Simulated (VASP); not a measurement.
A convergence study with VASP on HfO₂ (space group Fm-3m): one setting is varied, all else stays as given below, so the limit is that of these other settings.

```yaml
crystal:
  lattice:
    - [0.00000, 2.53238, 2.53238]
    - [2.53238, 0.00000, 2.53238]
    - [2.53238, 2.53238, 0.00000]
  atoms:
    - { symbol: Hf, position: [0.00000, 0.00000, 0.00000] }
    - { symbol: O, position: [0.25000, 0.25000, 0.25000] }
    - { symbol: O, position: [0.75000, 0.75000, 0.75000] }
```

Method: PBE GGA, VASP's PBE PAW potentials (set 64) (plane waves; VASP). The tightest run used: 400 eV cut-off, 11×11×11 Γ-centred mesh, Gaussian smearing of 0.010 eV, potentials Hf_pv O.

**Question.** The settings run are 3×3×3 mesh; 4×4×4 mesh; 5×5×5 mesh; 6×6×6 mesh; 7×7×7 mesh; 9×9×9 mesh; 11×11×11 mesh. From which on does the mean ε∞ stay within 0.05  of the tightest run?

**Answer.** From 4×4×4 mesh on: it is off by 0.03 there and by no more than 0.05 in any finer run, while 3×3×3 mesh is off by 0.22.
```
setting        mean ε∞  highest Γ mode (cm⁻¹)  irreducible k-points  difference judged ()
-------------  -------  ---------------------  --------------------  --------------------
3×3×3 mesh        5.45                  565.0                     4                  0.22
4×4×4 mesh        5.26                  570.7                     8                  0.03
5×5×5 mesh        5.24                  571.2                    10                  0.01
6×6×6 mesh        5.23                  570.7                    16                  0.00
7×7×7 mesh        5.23                  571.2                    20                  0.00
9×9×9 mesh        5.23                  571.1                    35                  0.00
11×11×11 mesh     5.23                  571.0                    56                  0.00
```

Left out are rungs that failed or repeat a setting and relaxations that didn't move; long series are thinned to 24 rows.

The structure is a typed HfO2 crystal (space group no. 225). The cell was not relaxed at this level.
